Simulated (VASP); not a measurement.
# MgC2 (P-3m1) in VASP: a series of runs

One crystal, MgC2, is run at these levels: PBE; tasks: single point, relaxation of cell and atoms.

All numbers are computed with VASP 6.6.1; they aren't measurements. Logs are shortened: lines on timing, memory, paths and dates and some standing lists are left out, and cuts for length are marked.

## 1. The cell of the first run

It takes space group P-3m1 (No. 164, trigonal). Conventional cell: a = 2.647 Å, b = 2.647 Å, c = 4.159 Å, α = 90.00°, β = 90.00°, γ = 120.00°. Mg (site symmetry -3m) has 6 C at 2.39 Å and 6 Mg at 2.65 Å as nearest neighbours. C (site symmetry 3m) is surrounded by 3 C at 1.60 Å.

The cell was built by a generator and needn't be a form met in nature.

## 2. Single point, PBE (species swapped into the LuCd2 type (P-3m1, No. 164))

INCAR

```
  ALGO = Normal
  EDIFF = 1E-7
  ENCUT = 520
  GGA = PE
  ISIF = 2
  ISMEAR = 0
  LASPH = T
  LCHARG = F
  LREAL = F
  LWAVE = F
  NBANDS = 12
  NELM = 100
  PREC = Accurate
  SIGMA = 0.02
```

KPOINTS

```
k-points
0
Gamma
  15 15 10
```

POSCAR

```
MgC2
1.0
    2.6469901460      0.0000000000      0.0000000000
   -1.3234950730      2.2923607100      0.0000000000
    0.0000000000      0.0000000000      4.1585745788
Mg C
1 2
Direct
    0.0000000000      0.0000000000      0.0000000000
    0.6666666667      0.3333333333      0.5586921088
    0.3333333333      0.6666666667      0.4413078912
```

Potentials or basis: VASP PAW PBE potentials, release 64 (Mg, C).

Command:

```
cat potpaw_PBE.64/Mg/POTCAR potpaw_PBE.64/C/POTCAR > POTCAR
mpirun -np 1 vasp_std > vasp.out
```

OUTCAR:

```text
EDIFF = 1E-7
   ENCUT = 520
   GGA = PE
   ISIF = 2
   ISMEAR = 0
   LASPH = T
   LREAL = F
   NELM = 100
   PREC = Accurate

 ion  position               nearest neighbor table
   1  0.000  0.000  0.000-   2 2.39   3 2.39   3 2.39   2 2.39   2 2.39   3 2.39   2 2.78   3 2.78
                             3 2.78   2 2.78   2 2.78   3 2.78
   2  0.667  0.333  0.559-   3 1.60   3 1.60   3 1.60   1 2.39   1 2.39   1 2.39   1 2.78   1 2.78
                             1 2.78
   3  0.333  0.667  0.441-   2 1.60   2 1.60   2 1.60   1 2.39   1 2.39   1 2.39   1 2.78   1 2.78
                             1 2.78

  LATTYP: Found a hexagonal cell.
 ALAT       =     2.6469901460
 C/A-ratio  =     1.5710578240

  Lattice vectors:

 A1 = (   2.6469901460,   0.0000000000,   0.0000000000)
 A2 = (  -1.3234950730,   2.2923607100,   0.0000000000)
 A3 = (   0.0000000000,   0.0000000000,   4.1585745788)

Analysis of symmetry for initial positions (statically):
=====================================================================
 Subroutine PRICEL returns:
 Original cell was already a primitive cell.

 Routine SETGRP: Setting up the symmetry group for a
 hexagonal supercell.

 Subroutine GETGRP returns: Found 12 space group operations
 (whereof 12 operations were pure point group operations)
 out of a pool of 24 trial point group operations.

The static configuration has the point symmetry D_3d.

Analysis of symmetry for dynamics (positions and initial velocities):
=====================================================================
 Subroutine PRICEL returns:
 Original cell was already a primitive cell.

 Routine SETGRP: Setting up the symmetry group for a
 hexagonal supercell.

 Subroutine GETGRP returns: Found 12 space group operations
 (whereof 12 operations were pure point group operations)
 out of a pool of 24 trial point group operations.

The dynamic configuration has the point symmetry D_3d.

 Subroutine INISYM returns: Found 12 space group operations
 (whereof 12 operations are pure point group operations),
 and found     1 'primitive' translations

----------------------------------------------------------------------------------------

                                     Primitive cell

  volume of cell :      25.2336

  direct lattice vectors                    reciprocal lattice vectors
     2.646990146  0.000000000  0.000000000     0.377787579  0.218115761  0.000000000
    -1.323495073  2.292360710  0.000000000     0.000000000  0.436231521  0.000000000
     0.000000000  0.000000000  4.158574579     0.000000000  0.000000000  0.240467011

  length of vectors
     2.646990146  2.646990146  4.158574579     0.436231521  0.436231521  0.240467011

  position of ions in fractional coordinates (direct lattice)
     0.000000000  0.000000000  0.000000000
     0.666666667  0.333333333  0.558692109
     0.333333333  0.666666667  0.441307891

  ion indices of the primitive-cell ions
   primitive index   ion index
                 1           1
                 2           2
                 3           3

----------------------------------------------------------------------------------------

 KPOINTS: k-points

Automatic generation of k-mesh.
 Grid dimensions read from file:
 generate k-points for:   15   15   10

 Generating k-lattice:

  Cartesian coordinates                     Fractional coordinates (reciprocal lattice)
     0.025185839  0.014541051  0.000000000     0.066666667  0.000000000  0.000000000
     0.000000000  0.029082101  0.000000000     0.000000000  0.066666667  0.000000000
     0.000000000  0.000000000  0.024046701     0.000000000  0.000000000  0.100000000

  Length of vectors
     0.029082101  0.029082101  0.024046701

  Shift w.r.t. Gamma in fractional coordinates (k-lattice)
     0.000000000  0.000000000  0.000000000

 Subroutine IBZKPT returns following result:
 ===========================================

 Found    238 irreducible k-points:

 Following reciprocal coordinates:
            Coordinates               Weight
  0.000000  0.000000  0.000000      1.000000
  0.066667 -0.000000  0.000000      6.000000
  0.133333 -0.000000  0.000000      6.000000
  0.200000 -0.000000  0.000000      6.000000
  0.266667 -0.000000  0.000000      6.000000
  0.333333 -0.000000  0.000000      6.000000
[... 16 lines left out ...]
  0.333333  0.200000  0.000000     12.000000
  0.400000  0.200000  0.000000      6.000000
 [... further k-points ...]
   k-points           NKPTS =    238   k-points in BZ     NKDIM =    238   number of bands    NBANDS=     12
   number of dos      NEDOS =    301   number of ions     NIONS =      3
   total plane-waves  NPLWV =  12800
   dimension x,y,z NGX =    20 NGY =   20 NGZ =   32
   dimension x,y,z NGXF=    40 NGYF=   40 NGZF=   64
   ions per type =               1   2
   NGX,Y,Z   is equivalent  to a cutoff of  12.56, 12.56, 12.79 a.u.
   NGXF,Y,Z  is equivalent  to a cutoff of  25.12, 25.12, 25.59 a.u.
 SYSTEM =  unknown system
   PREC   = accura    normal or accurate (medium, high low for compatibility)
   ISTART =      0    job   : 0-new  1-cont  2-samecut
   ICHARG =      2    charge: 1-file 2-atom 10-const
   ISPIN  =      1    spin polarized calculation?
   LNONCOLLINEAR =      F non collinear calculations
   LSORBIT =      F    spin-orbit coupling
   LASPH  =      T    aspherical Exc in radial PAW
   ENCUT  =  520.0 eV  38.22 Ry    6.18 a.u.   4.92  4.92  7.73*2*pi/ulx,y,z
   NELM   =    100;   NELMIN=  2; NELMDL= -5     # of ELM steps
   EDIFF  = 0.1E-06   stopping-criterion for ELM
   LREAL  =      F    real-space projection
   EDIFFG = 0.1E-05   stopping-criterion for IOM
   NSW    =      0    number of steps for IOM
   IBRION =     -1    ionic relax: 0-MD 1-quasi-New 2-CG
   NFREE  =      0    steps in history (QN), initial steepest desc. (CG)
   ISIF   =      2    stress and relaxation
   ISYM   =      2    0-nonsym 1-usesym 2-fastsym
   POTIM  = 0.5000    time-step for ionic-motion
   TEBEG  =    0.0;   TEEND  =   0.0 temperature during run
   PSTRESS=    0.0 pullay stress
   NELECT =      10.0000    total number of electrons
   NUPDOWN=      -1.0000    fix difference up-down
   EMIN   =  10.00;   EMAX   =-10.00  energy-range for DOS
   EFERMI =   0.00;   METHOD = LEGACY
   ISMEAR =     0;   SIGMA  =   0.02  broadening in eV -4-tet -1-fermi 0-gaus
   EFERMI_NEDOS =   21; number of points for ismear=-14 and -15
   IALGO  =     38    algorithm
   IMIX   =      4    mixing-type and parameters
     AMIX     =   0.40;   BMIX     =  1.00
     AMIX_MAG =   1.60;   BMIX_MAG =  1.00
  volume/ion in A,a.u.               =       8.41        56.76
  Fermi-wavevector in a.u.,A,eV,Ry     =   1.202490  2.272377 19.673791  1.445983
  Thomas-Fermi vector in A             =   2.338270
   LORBIT       =      0    0 simple, 1 ext, 2 COOP (PROOUT), +10 PAW based schemes
   GGA     = PE    functional components
   LHFCALC =     F    Hartree Fock is set to
   AEXX    =    0.0000 exact exchange contribution
   IVDW    =     0    specifies the selected vdW correction
   LEPSILON=     F    determine dielectric tensor
   LRPA    =     F    only Hartree local field effects (RPA)
 non-spin polarized calculation
 Gauss-broadening in eV      SIGMA  =   0.02
  energy-cutoff  :      520.00
  volume of cell :       25.23
 maximum number of plane-waves:       699
   NGX =  9   NGY =  9   NGZ = 15

 number of electron      10.0000000 magnetization

 number of electron       9.9999999 magnetization

 Free energy of the ion-electron system (eV)
  ---------------------------------------------------
  ext. energy  EPLUGINS =         0.00000000
  ---------------------------------------------------
  free energy    TOTEN  =       -18.10365308 eV

  energy without entropy =      -18.10365308  energy(sigma->0) =      -18.10365308

 E-fermi :   9.3043     XC(G=0): -11.6695

 val. band max:        9.2363043493   @ k =   0.0000   0.0000   0.5000
 cond. band min:       9.3747901091   @ k =   0.4000   0.0000   0.1000
 fundamental gap:      0.1384857597
 Fermi energy:         9.3042918351

 k-point     1 :       0.0000    0.0000    0.0000
  band No.  band energies     occupation
      1     -10.9322      2.00000
      2      -0.5644      2.00000
      3       2.8030      2.00000
      4       5.4429      2.00000
      5       5.4429      2.00000
      6      13.4607      0.00000
      7      13.4607      0.00000
      8      14.7449      0.00000
      9      14.8396      0.00000
     10      21.4060      0.00000
     11      23.0752      0.00000
     12      24.9562      0.00000

 k-point     2 :       0.0667   -0.0000    0.0000
  band No.  band energies     occupation
      1     -10.8330      2.00000
      2      -0.4663      2.00000
      3       2.9136      2.00000
      4       4.9492      2.00000
      5       5.2459      2.00000
      6      13.3493      0.00000
      7      13.7662      0.00000
      8      14.7191      0.00000
      9      15.0600      0.00000
     10      21.1706      0.00000
     11      23.2410      0.00000
     12      23.9872      0.00000

 k-point     3 :       0.1333   -0.0000    0.0000
  band No.  band energies     occupation
      1     -10.5362      2.00000
      2      -0.1740      2.00000
      3       3.2399      2.00000
      4       3.7052      2.00000
      5       4.7520      2.00000
      6      12.9022      0.00000
      7      14.3371      0.00000
      8      14.5565      0.00000
      9      15.9398      0.00000
     10      20.1204      0.00000
     11      22.7705      0.00000
     12      23.6895      0.00000
[... 286 lines left out ...]
 k-point    23 :       0.3333    0.2000    0.0000
  band No.  band energies     occupation
      1      -6.3431      2.00000
      2      -3.3676      2.00000
      3       0.0740      2.00000
      4       3.6445      2.00000
      5       5.9060      2.00000
      6       9.8790      0.00000
      7      12.1085      0.00000
      8      14.1270      0.00000
      9      15.1935      0.00000
     10      18.1857      0.00000
     11      19.5568      0.00000
     12      24.4587      0.00000

 k-point    24 :       0.4000    0.2000    0.0000
  band No.  band energies     occupation
      1      -5.6002      2.00000
      2      -4.2130      2.00000
      3      -0.0628      2.00000
      4       4.1162      2.00000
      5       5.7024      2.00000
      6      10.1467      0.00000
      7      11.4601      0.00000
      8      13.9469      0.00000
      9      15.0939      0.00000
     10      18.2442      0.00000
     11      19.9317      0.00000
     12      24.8743      0.00000

 [... further k-points ...]

------------------------ aborting loop because EDIFF is reached ----------------------------------------

  FORCE on cell =-STRESS in cart. coord.  units (eV):
  Direction    XX          YY          ZZ          XY          YZ          ZX
  --------------------------------------------------------------------------------------
  -------------------------------------------------------------------------------------
  Total        0.0319706      0.0319706     -0.0579996      0.0000000     -0.0000000      0.0000000
  in kB        2.0299341      2.0299341     -3.6826088      0.0000000     -0.0000000      0.0000000
  external PRESSURE =       0.1257531 kB  Pullay stress =       0.0000000 kB

 VOLUME and BASIS-vectors are now :
 -----------------------------------------------------------------------------
  energy-cutoff  :      520.00
  volume of cell :       25.23
      direct lattice vectors                 reciprocal lattice vectors
     2.646990146  0.000000000  0.000000000     0.377787579  0.218115761  0.000000000
    -1.323495073  2.292360710  0.000000000     0.000000000  0.436231521  0.000000000
     0.000000000  0.000000000  4.158574579     0.000000000  0.000000000  0.240467011

 POSITION                                       TOTAL-FORCE (eV/Angst)
 -----------------------------------------------------------------------------------
      0.00000      0.00000      0.00000         0.000000      0.000000      0.000000
      1.32350      0.76412      2.32336        -0.000000     -0.000000      0.015826
     -0.00000      1.52824      1.83521         0.000000     -0.000000     -0.015826
 -----------------------------------------------------------------------------------
    total drift:                                0.000000     -0.000000     -0.000000

  FREE ENERGIE OF THE ION-ELECTRON SYSTEM (eV)
  ---------------------------------------------------
  free  energy   TOTEN  =       -18.1036530762 eV

  energy  without entropy=      -18.1036530760  energy(sigma->0) =      -18.10365308
```

It took 25 s on 1 thread of Intel Xeon 6975P-C (Granite Rapids), shared host; peak memory 0.19 GiB.

Results:

```yaml
Free_energy: -18.1037 eV
Pressure: 0.0 GPa
Largest_force: 0.016 eV/Å
Band_gap_on_the_k_mesh: 0.14 eV, indirect (least direct gap 0.21 eV)
```

Forces on the atoms (eV/Å):
```
Mg   0.000  0.000  0.000
C    0.000  0.000  0.016
C    0.000  0.000 -0.016
```

Levels at points of the mesh, in eV from the valence-band top:
| k point | band 1 | band 2 | band 3 | band 4 | band 5 | band 6 | band 7 | band 8 | band 9 | band 10 |
| --- | --- | --- | --- | --- | --- | --- | --- | --- | --- | --- |
| (0.00, 0.00, 0.00) | -20.17 | -9.80 | -6.43 | -3.79 | -3.79 | 4.22 | 4.22 | 5.51 | 5.60 | 12.17 |
| (0.00, 0.00, 0.50) | -19.94 | -11.98 | -3.76 | -3.76 | 0.00 | 0.21 | 4.16 | 4.16 | 5.70 | 10.27 |

Caveat: an odd mesh through Γ misses points on the zone boundary, where band edges often lie.

## 3. Relaxation of cell and atoms, PBE (species swapped into the LuCd2 type (P-3m1, No. 164))

INCAR

```
ALGO = Normal
EDIFF = 1E-6
EDIFFG = -0.01
ENCUT = 600
GGA = PE
IBRION = 2
ISIF = 3
ISMEAR = 0
LASPH = True
LCHARG = False
LREAL = False
LWAVE = False
NELM = 100
NSW = 100
PREC = Accurate
SIGMA = 0.02
```

KPOINTS is that of step 2.

POSCAR

```
MgC2
1.0
    2.6542999236      0.0000000000      0.0000000000
   -1.3271499618      2.2986911631      0.0000000000
    0.0000000000      0.0000000000      4.1049381259
Mg C
1 2
Direct
    0.0000000000      0.0000000000      0.0000000000
    0.6666666667      0.3333333333      0.5617701062
    0.3333333333      0.6666666667      0.4382298938
```

Potentials or basis: VASP PAW PBE potentials, release 64 (Mg, C).

Command:

```
cat potpaw_PBE.64/Mg/POTCAR potpaw_PBE.64/C/POTCAR > POTCAR
mpirun -np 1 vasp_std > vasp.out
```

Wall time 78 s (1 thread of Intel Xeon 6975P-C (Granite Rapids), shared host); peak memory 0.22 GiB.

Results (log left out):

```
Free energy                            : -18.1061 eV
Relaxed volume                         : 8.39 Å³/atom
Relaxed cell                           : a = 2.648 Å, b = 2.648 Å, c = 4.144 Å, α = 90.00°, β = 90.00°, γ = 120.00°
Space group after relaxing (to 0.05 Å) : P-3m1 (No. 164)
Energy gained by relaxing              : 0.8 meV/atom
Ionic steps                            : 7
Pressure after relaxing                : 0.0 GPa
Band gap on the k mesh                 : 0.15 eV, indirect (least direct gap 0.29 eV)
```

The path:
```
step  energy change (eV)  largest force (eV/Å)  pressure (GPa)  volume (Å³)
   1              0.0000                0.1699           -0.27        25.05
   2             -0.0014                0.0610            0.71        24.99
   3             -0.0014                0.0296            0.57        25.00
   4             -0.0023                0.0030            0.36        25.09
   5             -0.0025                0.0122            0.27        25.13
   6             -0.0025                0.0088           -0.24        25.19
   7             -0.0025                0.0012           -0.01        25.16
```

Final structure:
```xyz
3
Lattice="2.6480 0.0000 0.0000 -1.3240 2.2932 0.0000 0.0000 0.0000 4.1441" Properties=species:S:1:pos:R:3 pbc="T T T"
Mg    0.0000    0.0000    0.0000
C     1.3240    0.7644    2.3176
C     0.0000    1.5288    1.8265
```

Levels at points of the mesh, in eV from the valence-band top:
| k point | band 3 | band 4 | band 5 | band 6 | band 7 | band 8 |
| --- | --- | --- | --- | --- | --- | --- |
| (0.00, 0.00, 0.00) | -6.43 | -3.81 | -3.81 | 4.18 | 4.18 | 5.46 |
| (0.00, 0.00, 0.50) | -3.77 | -3.77 | 0.00 | 0.29 | 4.12 | 4.12 |

Caveat: an odd mesh through Γ misses points on the zone boundary, where band edges often lie.

## 4. Single point, PBE (species swapped into the LuCd2 type (P-3m1, No. 164))

INCAR

```
SYSTEM = MgC2
PREC = Accurate
ENCUT = 520
EDIFF = 1E-6
ISMEAR = 0
SIGMA = 0.1
LREAL = .FALSE.
LASPH = .TRUE.
NELM = 100
ALGO = Fast
ISIF = 2
LWAVE = .FALSE.
LCHARG = .FALSE.
GGA = PE
NBANDS = 12
```

KPOINTS

```
regular mesh
0
G
  9 9 4
  0 0 0
```

POSCAR is that of step 3.

Command:

```
cat potpaw_PBE.64/Mg/POTCAR potpaw_PBE.64/C/POTCAR > POTCAR
mpirun -np 1 vasp_std > vasp.out
```

It took 5.6 s on 1 thread of Intel Xeon 6975P-C (Granite Rapids), shared host; peak memory 0.14 GiB.

Results (log left out):

```
Free energy            : -18.0806 eV
Pressure               : -0.1 GPa
Largest force          : 0.013 eV/Å
Band gap on the k mesh : 0.31 eV, indirect (least direct gap 0.64 eV)
```

Forces on the atoms (eV/Å):
```
Mg   0.000  0.000  0.000
C    0.000  0.000 -0.013
C    0.000  0.000  0.013
```

Stress tensor (GPa, compression positive):
```
 0.22  0.00  0.00
 0.00  0.22  0.00
 0.00  0.00 -0.65
```

Levels at points of the mesh, in eV from the valence-band top:
```tsv
k point	band 1	band 2	band 3	band 4	band 5	band 6	band 7	band 8	band 9	band 10
(0.00, 0.00, 0.00)	-20.12	-9.75	-6.36	-3.74	-3.74	4.11	4.11	5.35	5.71	12.71
(0.00, 0.00, 0.50)	-19.87	-12.03	-3.69	-3.69	0.00	0.64	4.03	4.03	5.55	10.56
```

Caveat: an odd mesh through Γ misses points on the zone boundary, where band edges often lie.

[end of part 1 of 2]
